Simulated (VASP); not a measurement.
A cell of InAs (zinc blende) near equilibrium:

```
InAs
1.0
    0.00000     3.05381     3.05381
    3.05381     0.00000     3.05381
    3.05381     3.05381     0.00000
In As
1 1
Direct
  0.00000   0.00000   0.00000
  0.25000   0.25000   0.25000
```

Method: r2SCAN meta-GGA, VASP's PBE PAW potentials (set 64) (plane waves; VASP).

Unless said otherwise, spin-orbit coupling is left out, though it shifts the bands of the heavy elements here.

```json
[
 {"run": "as it is", "ΔE (meV/atom)": "0.0", "σxx": "0.04", "σyy": "0.04", "σzz": "0.04", "largest shear component, with its sign (GPa)": "0.00", "gap (eV)": "0.08"},
 {"run": "after one change", "ΔE (meV/atom)": "16.1", "σxx": "-2.92", "σyy": "-2.92", "σzz": "-2.92", "largest shear component, with its sign (GPa)": "0.00", "gap (eV)": "0.00"}
]
```
Stress is in GPa, positive when the cell is compressed; gaps are those on the k-mesh, and 0.00 means metallic.

Problem. Which change was made?
A. isotropic strain of +0.5 %
B. biaxial strain of -0.5 % in the xy plane
C. isotropic strain of +2.0 %
D. isotropic strain of +1.5 %

Solution. C, isotropic strain of +2.0 %

The compound is InAs in the zinc blende structure.
